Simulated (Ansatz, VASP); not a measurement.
# SnO (Romarchite): VASP beside Ansatz, part 2 of 2

Wanted: the spread between two codes on one cell, functional and k mesh. The cell is taken from a series of runs on this material, whose earlier steps may have relaxed, scaled, displaced or heated it; both programs get it as it stands.

VASP 6.6.1 and Ansatz 0.2.0.

So far: The starting structure; VASP: zone-centre phonons, PBEsol with D3(BJ).

## Step 3: Ansatz: zone-centre phonons, PBEsol with D3(BJ)

Level of this step: Ansatz beside VASP: Kohn-Sham DFT, plane waves, PBEsol with D3(BJ) (Ansatz).

Ansatz runs on its PAW soft_1 files.

The same cell, functional, mesh and smearing now go to Ansatz, which takes its cutoff from its data sets.

File input.yaml:

```yaml
crystal:
  lattice:
    - [3.7377980706, 0.0, 0.0]
    - [0.0, 3.7377980706, 0.0]
    - [0.0, 0.0, 4.4512818616]
  atoms:
    - { symbol: O, position: [0.0, 0.0, 0.0] }
    - { symbol: O, position: [0.5, 0.5, 0.0] }
    - { symbol: Sn, position: [0.5, 0.0, 0.2605609186] }
    - { symbol: Sn, position: [0.0, 0.5, 0.7394390814] }
kpoints:
  mp_grid: { grid: [12, 12, 12] }
hamiltonian:
  xc: pbesol
  dispersion: d3bj
  pseudopotentials: { kind: paw, azcp: { folder: soft_1 }, xc_functional: pbe }
scf:
  occupations: { method: methfessel_paxton, width: 0.2 }
output:
  eigenvalues: true
phonons:
  method: dfpt
```

Run with:

```sh
$ ansatz run input.yaml --threads 4 --pin off --max-ram 16384MiB --backend cpu --events-out ev --progress --plain --runs-dir out
```

Numbers of over 12 decimals in the logs are rounded to 6 here.

What it wrote:

```text
zone centre: on kpoints.mp_grid the ground state, and the responses unless they are solved on pairs of k-points, stand on 343 of the mesh's 1728 k-points, reduced under 4 symmetry operations, with k and −k counted as one. Each operation leaves every solved displacement unchanged or reverses it
Engine: ansatz 0.2.0, aarch64-unknown-linux-gnu
Pseudopotentials: kind: paw
Pseudopotential: O, paw, valence charge 6, recommended cutoff 420 eV (normal), soft_1/O.paw.azcp
Pseudopotential: Sn, paw, valence charge 14, recommended cutoff 420 eV (normal), soft_1/Sn.paw.azcp
Functional definition: PBEsol
  exchange = pbesol_x
  correlation = pbesol_c
Crystal: 4 atoms, lattice volume = 62.189 Å³
Basis set: ecut = 420 eV, 1223 PW (Γ), exchange–correlation on 60×60×60 points (8 copies of the dense FFT grid, shifted against one another)
Bands: 24, of which v1, the nominal top of the filled ones, is band 20 counted from 1 (19 counted from 0)
Symmetry: 16 space group operations
k-points: 343 of 1728 (irreducible under 4 space group operations, time reversal used)
Non-local potential: O, projectors of the file, l = 0: 2, l = 1: 2, l = 2: 1
Non-local potential: Sn, projectors of the file, l = 0: 2, l = 1: 2, l = 2: 2, l = 3: 1
PAW form: soft (Blöchl's): semilocal exchange-correlation on the pseudo side does not see the compensation charge
PAW frozen core: O, regenerated for the run's functional, and the local potential with it (the file was generated under x = pbe(κ = 0.804, μ = 0.219515), c = pbe(β = 0.066725))
PAW frozen core: Sn, regenerated for the run's functional, and the local potential with it (the file was generated under x = pbe(κ = 0.804, μ = 0.219515), c = pbe(β = 0.066725))
PAW one-centre angular grid: O, 110 points (default); XC on 64 Gauss nodes
PAW one-centre angular grid: Sn, 590 points (default); XC on 64 Gauss nodes
Initial density: superposition of atomic densities (chi_scale 0.1, normalization cell, long waves kept (reshape's long-wave potential 0.10 eV rms))
Initial wavefunctions: pseudopotential atomic-orbital guess
Functional: x = pbesol(κ = 0.804, μ = 0.123457), c = pbesol(β = 0.046)
SCF iter   1: F=—  HF=-13023.048991 eV  |F-HF|=—  |Δ(HF+E_count)|=         —  Δρ=5.41e-2  dr2=2.31e0  ethr=3.10e-3  ⟨swp⟩=5.3  Hψ=36533  notcnv=0
preconditioner: auto → Kerker (q_TF=auto, 2.535 Å⁻¹)  [metal: Δε(μ)=0.085 eV  Ē_g=18.616 eV  σ=0.200 eV  W_gap=0.35  n_scr=18 (ndim 8)  ℏωp=29.8 eV  f_vac=0.000  D(μ)=0.33/eV (n_scr^D=0)]
SCF iter   2: F=—  HF=-13022.666608 eV  |F-HF|=—  |Δ(HF+E_count)|=   3.82e-1  S|Δr|=    0.00e0  Δρ=2.66e-2  dr2=7.42e-1  ethr=3.10e-3  ⟨swp⟩=3.0  Hψ=19074  notcnv=0
SCF iter   3: F=—  HF=-13022.511308 eV  |F-HF|=—  |Δ(HF+E_count)|=   1.55e-1  S|Δr|=    0.00e0  Δρ=1.43e-2  dr2=2.04e-1  ethr=1.86e-3  ⟨swp⟩=3.0  Hψ=16436  notcnv=0
SCF iter   4: F=—  HF=-13022.471917 eV  |F-HF|=—  |Δ(HF+E_count)|=   3.94e-2  S|Δr|=    0.00e0  Δρ=5.22e-3  dr2=2.28e-2  ethr=5.09e-4  ⟨swp⟩=3.0  Hψ=17098  notcnv=0
SCF iter   5: F=—  HF=-13022.467988 eV  |F-HF|=—  |Δ(HF+E_count)|=   3.93e-3  S|Δr|=    0.00e0  Δρ=1.35e-3  dr2=2.06e-3  ethr=5.70e-5  ⟨swp⟩=2.0  Hψ=14351  notcnv=0
SCF iter   6: F=—  HF=-13022.468005 eV  |F-HF|=—  |Δ(HF+E_count)|=   1.68e-5  S|Δr|=    0.00e0  Δρ=6.21e-4  dr2=3.19e-4  ethr=5.16e-6  ⟨swp⟩=2.7  Hψ=14915  notcnv=0
SCF iter   7: F=—  HF=-13022.467998 eV  |F-HF|=—  |Δ(HF+E_count)|=   6.52e-6  S|Δr|=    0.00e0  Δρ=1.83e-4  dr2=2.65e-5  ethr=7.97e-7  ⟨swp⟩=3.0  Hψ=15514  notcnv=0
SCF iter   8: F=—  HF=-13022.468000 eV  |F-HF|=—  |Δ(HF+E_count)|=   1.77e-6  S|Δr|=    0.00e0  Δρ=6.39e-5  dr2=2.21e-6  ethr=6.62e-8  ⟨swp⟩=2.9  Hψ=14740  notcnv=0
SCF iter   9: F=—  HF=-13022.468000 eV  |F-HF|=—  |Δ(HF+E_count)|=   3.60e-7  S|Δr|=    0.00e0  Δρ=2.15e-5  dr2=2.28e-7  ethr=5.52e-9  ⟨swp⟩=2.1  Hψ=14792  notcnv=0
SCF iter  10: F=—  HF=-13022.468000 eV  |F-HF|=—  |Δ(HF+E_count)|=   1.94e-8  S|Δr|=    0.00e0  Δρ=3.55e-6  dr2=5.57e-9  ethr=5.70e-10  ⟨swp⟩=2.0  Hψ=13666  notcnv=0
SCF iter  11: F=—  HF=-13022.468000 eV  |F-HF|=—  |Δ(HF+E_count)|=   1.48e-9  S|Δr|=    0.00e0  Δρ=9.14e-7  dr2=3.48e-10  ethr=1.39e-11  ⟨swp⟩=2.0  Hψ=11445  notcnv=0
SCF iter  12: F=—  HF=-13022.468000 eV  |F-HF|=—  |Δ(HF+E_count)|=  6.91e-11  S|Δr|=    0.00e0  Δρ=1.90e-7  dr2=1.86e-11  ethr=1.00e-12  ⟨swp⟩=2.0  Hψ=15027  notcnv=0
SCF iter  13: F=-13022.468000 eV  HF=-13022.468000 eV  |F-HF|=5.46e-12  |Δ(HF+E_count)|=  3.64e-12  S|Δr|=    0.00e0  Δρ=4.24e-8  dr2=1.35e-12  ethr=1.00e-12  ⟨swp⟩=6.0  Hψ=36817  notcnv=0
SCF 1 converged in 13 iterations: F = -13022.468000 eV  dr2 = 1.35e-12
  greatest PAW one-centre occupation: 0.994 electrons in one spin orbital (limit 2), on the Sn atom at site 3 (counted from 0), in its partial waves of l = 2
DFPT response loops at Γ: preconditioner auto → Kerker (q_TF=auto, 2.535 Å⁻¹) (partly filled bands, converged f_vac=0.000); β = 1.00, the filter's whole step (`scf.mixing.beta` (0.50) is not read by the response loops under this deck's `scf.mixing.preconditioner`; to damp them name `kerker` or `kerker_dos`, under which they read `scf.mixing.beta`, and type it under 1.00, their step now; both keys bind the ground state too); Broyden in place of MSR1
SCF converged after 13 iterations
Stability not checked: this state was not tested for a lower state beside it, because cold or Methfessel-Paxton smearing, or corrected tetrahedra, fill the levels in a way that the test cannot read (fill_not_monotonic; see scf.lower_state_search)
Free energy (F): -13022.468000 eV
Harris-Foulkes:  -13022.468000 eV  (|F-HF|=5.46e-12)
Internal energy: -13022.467168 eV  (E = F + TS)
E sigma→0 (E₀):  -13022.467792 eV
Entropy (-TS):   -0.000832 eV (-0.208 meV/atom)
Fermi energy:    11.703614 eV
--- Per-component energies (eV) ---
  E_band       = -122.353387
  E_kinetic    = 675.863428
  E_local      = -2595.084897  (includes V_loc(G=0)·N_el)
  E_nonlocal   = 400.071503
  E_hartree    = 1237.296578
  E_xc         = -392.236901
  E_vxc        = -344.179720  (∫ρ·V_xc dr)
  E_paw        = -8906.049737  (= ΣΔE_a)
  E_vpaw       = -733.618833  (= ΣTr[D̂ρ^β])
  E_aug_tail   = 0.002015  (compensation charges beyond the density's cutoff)
  E_ewald      = -3441.993612
  E_disp       = -0.975799  (pairwise vdW)
  E_core_change = 0.640255  (= ΣΔE_core)
  E_smearing   = -0.000832  (= −TS)
  E_closure    = 0.000000  (closes the sum)
  Σ components = -13022.468000   (vs F -13022.468000, Δ=0.00e0)
--- Band table (eV; the first three rows and the last of 343) ---
  k-point 0: bands = [... 16 lower, 8.0091, 8.4013, 8.4013, 11.8142, 14.4008, 15.9255, 15.9255, 17.2281]
  k-point 1: bands = [... 16 lower, 8.0000, 8.4005, 8.4005, 11.8020, 14.2327, 15.6821, 15.6821, 17.1678]
  k-point 2: bands = [... 16 lower, 7.9753, 8.3979, 8.3979, 11.7309, 13.8585, 15.1909, 15.1909, 16.8084]
  k-point 342: bands = [... 16 lower, 8.4449, 8.4449, 9.0876, 9.0876, 13.7795, 13.7795, 16.6202, 16.6202]
--- Phonons (Γ-DFPT): 4 representative perturbations + reference, on 343 of 1728 k-points (Σ response iterations 14) ---
  k mesh reduced under 4 symmetry operations, with k and −k counted as one. Each operation leaves every solved displacement unchanged or reverses it
  ASR residual: 9.600e-6 → 0.000e0 eV/Å²; symmetrization residual: 2.658e-6 eV/Å²
  pairwise dispersion correction: d3bj (s6 = 1.0, s8 = 2.9491, a1 = 0.4466, a2_bohr = 6.1742), with the weights of each atom's references fixed at the reference crystal's, and the forces and stress that the weights' published response gives there kept as a pressure on the atom's counted neighbours (hamiltonian.dispersion)
  ASR residual per site (eV/Å²): 9.60e-6 9.60e-6 9.49e-6 9.49e-6
  Γ frequencies (cm⁻¹): 0.00 0.00 0.00 124.03 124.03 215.98 294.01 294.01 364.14 367.20 494.45 494.45
  non-analytic LO–TO correction: not included (Born effective charges unavailable; polar crystals: no LO–TO splitting at Γ)
```

## Step 4: Differences

Known differences besides the potentials themselves: the cutoff is 420 eV in Ansatz and 600 eV in VASP; Ansatz makes its cores anew for this functional, VASP keeps those of its PBE data sets; Ansatz takes the dispersion share of the force constants at frozen C6 weights, VASP differentiates the full forces; VASP uses finite displacements, Ansatz perturbation theory. Total energies have different zeros and are not compared.

The two programs side by side:

```tsv
quantity	Ansatz	VASP	difference
optical mode 1 to 2 (cm⁻¹)	124.0	125.0	-0.76 %
optical mode 3 (cm⁻¹)	216.0	216.9	-0.44 %
optical mode 4 to 5 (cm⁻¹)	294.0	298.1	-1.36 %
optical mode 6 (cm⁻¹)	364.1	366.1	-0.52 %
optical mode 7 (cm⁻¹)	367.2	370.4	-0.85 %
optical mode 8 to 9 (cm⁻¹)	494.4	496.7	-0.46 %
```

Modes are paired by rising frequency, not by their patterns, so a pair may set unlike modes beside each other; they are those without the splitting of longitudinal modes.

## Step 5: Results

```
r.m.s. difference of the optical zone-centre modes, each program's sorted by frequency (zone-centre phonons, PBEsol with D3(BJ)) : 2.6 cm⁻¹
difference in optical mode 4 to 5 (zone-centre phonons, PBEsol with D3(BJ))                                                      : -1.4 %
```

**Reading.** The r.m.s. difference of the optical zone-centre modes, each program's sorted by frequency is 2.6 cm⁻¹ (zone-centre phonons, PBEsol with D3(BJ)). Among the rows given in per cent, the largest difference of the zone-centre phonons, PBEsol with D3(BJ) pair is in optical mode 4 to 5, -1.4 %. How closely two codes agree says nothing of how well the functional describes the real material.

[Lines on the potential files, build, host, timing and source positions are cut from VASP's logs without a mark.]

[Logs are printed without paths, hosts, clocks, repeated set-up lines and the standing remarks that a program may print on its own settings, such as how far it seeks lower states.]

[Hosts, paths, dates, database ids (printed as entryN), source tags and the programs' standing remarks are cut or masked in the printed files.]
